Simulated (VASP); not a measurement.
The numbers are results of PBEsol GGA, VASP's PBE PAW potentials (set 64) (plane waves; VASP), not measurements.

VASP input:

### INCAR
```
LMAXMIX  =  4
LWAVE  =  .FALSE.
ALGO  =  Normal
NEDOS  =  601   ! DOS grid
SYSTEM  =  AlGa3Sb4
LORBIT  =  11
ISMEAR  =  -5   ! tetrahedra, Bloechl
GGA  =  PS   ! PBEsol
LASPH  =  .TRUE.   ! aspherical one-centre terms
LEFG  =  .TRUE.
PREC  =  Accurate
NELM  =  100   ! most electronic steps
EDIFF  =  1E-7
LCHARG  =  .TRUE.
LREAL  =  .FALSE.   ! projection in real space or not
ISIF  =  2
ENCUT  =  400
```

POSCAR:
```
AlGa3Sb4
1.0
  0.0000000000   3.0631642907   3.0631642907
  3.0631642907   0.0000000000   3.0631642907
 12.2399205515  12.2399205515   0.0127366110
Ga Sb Al
3 4 1
direct
  0.9989916459   0.9989916459   0.0007562655
  0.9998362311   0.9998362311   0.2501228267
  0.0009134267   0.0009134267   0.4993149299
  0.2497267241   0.2497267241   0.0627049569
  0.2504390429   0.2504390429   0.3121707179
  0.2514805286   0.2514805286   0.5613896036
  0.2489136895   0.2489136895   0.8133147328
  0.9996987110   0.9996987110   0.7502259667
```

KPOINTS:
```
Automatic
0
G
  7 7 2
```

POTCAR, in this order: Ga_d Sb Al (PBE.64 set). Program: vasp_std.

**Question.** What will the output report for the number of irreducible k-points (NKPTS), number of bands (NBANDS), largest plane-wave count, number of space-group operations, FFT grid (NGX, NGY, NGZ)?

**Answer.** 
number of irreducible k-points (NKPTS): 32
number of bands (NBANDS): 37
largest plane-wave count: 4192
number of space-group operations: 6
FFT grid (NGX, NGY, NGZ): 28 × 28 × 120

The structure was generated: AlGa3Sb4 was put into an ordered model structure (R3m), which need not be its known phase. It was relaxed first.
